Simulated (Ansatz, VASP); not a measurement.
This is a calculation of LiMg6Mo for VASP 6.6.1.

The input INCAR:

```
SYSTEM = LiMg6Mo
ALGO = Fast
EDIFF = 1E-6
ENCUT = 520
GGA = CA
ISIF = 2
ISMEAR = 0
LASPH = .TRUE.
LCHARG = .FALSE.
LREAL = .FALSE.
LWAVE = .FALSE.
NELM = 100
PREC = Accurate
SIGMA = 0.1
```

KPOINTS

```
k-points
0
G
  6 5 5
  0 0 0
```

Contents of POSCAR:

```
LiMg6Mo
1.0
    4.3393720000      0.0000000000      0.0000000000
    0.0000000000      4.2551420000      4.3687130000
    0.0000000000     -4.2551420000      4.3687130000
Mo Mg Li
1 6 1
Direct
    0.0000000000      0.1226350000      0.1226350000
    0.5000000000      0.3540820000      0.3540820000
    0.5000000000      0.8929720000      0.8929720000
    0.5000000000      0.3674410000      0.8804880000
    0.5000000000      0.8804880000      0.3674410000
    0.0000000000      0.1282850000      0.6225930000
    0.0000000000      0.6225930000      0.1282850000
    0.0000000000      0.6315080000      0.6315080000
```

Potentials or basis: VASP PAW LDA potentials, release 64 (Mo_sv, Mg, Li_sv).

Run with:

```sh
$ cat potpaw_LDA.64/Mo_sv/POTCAR potpaw_LDA.64/Mg/POTCAR potpaw_LDA.64/Li_sv/POTCAR > POTCAR
$ mpirun -np 1 vasp_std > vasp.out
```

Translate it to Ansatz 0.2.0. Potentials there: Ansatz PAW.

As run (the cutoff follows the program's own potentials):

File input.yaml:

```yaml
crystal:
  lattice:
    - [4.339372, 0.0, 0.0]
    - [0.0, 4.255142, 4.368713]
    - [0.0, -4.255142, 4.368713]
  atoms:
    - { symbol: Mo, position: [0.0, 0.122635, 0.122635] }
    - { symbol: Mg, position: [0.5, 0.354082, 0.354082] }
    - { symbol: Mg, position: [0.5, 0.892972, 0.892972] }
    - { symbol: Mg, position: [0.5, 0.367441, 0.880488] }
    - { symbol: Mg, position: [0.5, 0.880488, 0.367441] }
    - { symbol: Mg, position: [0.0, 0.128285, 0.622593] }
    - { symbol: Mg, position: [0.0, 0.622593, 0.128285] }
    - { symbol: Li, position: [0.0, 0.631508, 0.631508] }
hamiltonian:
  xc: lda
  pseudopotentials: { kind: paw }
kpoints:
  mp_grid: { grid: [6, 5, 5] }
scf:
  occupations: { method: gaussian, width: 0.1 }
output:
  forces: true
  stress: true
  eigenvalues: true
```

Potentials or basis: Ansatz PAW.

The run is started by

```console
$ ansatz run input.yaml --threads 4 --pin off --max-ram 11264MiB --backend cpu --events-out ev --progress --plain --runs-dir out
```

Both were run:

|  | VASP | Ansatz | Ansatz less VASP |
| --- | --- | --- | --- |
| gap on the k mesh at the Fermi level (eV) | none | none | - |
| rms of the force components (eV/Å) | 0.058 | 0.058 | -0.0007 |

Atom by atom the forces differ by 0.001 eV/Å (rms over components). A gap of «none» marks a metal or a gap that the smearing closes. The two sets of potentials don't hold the same shells in valence.

Caveats: the PAW data sets come from PBE, with cores solved anew for the run's functional, which leaves a small shift of forces and pressure (Ansatz).
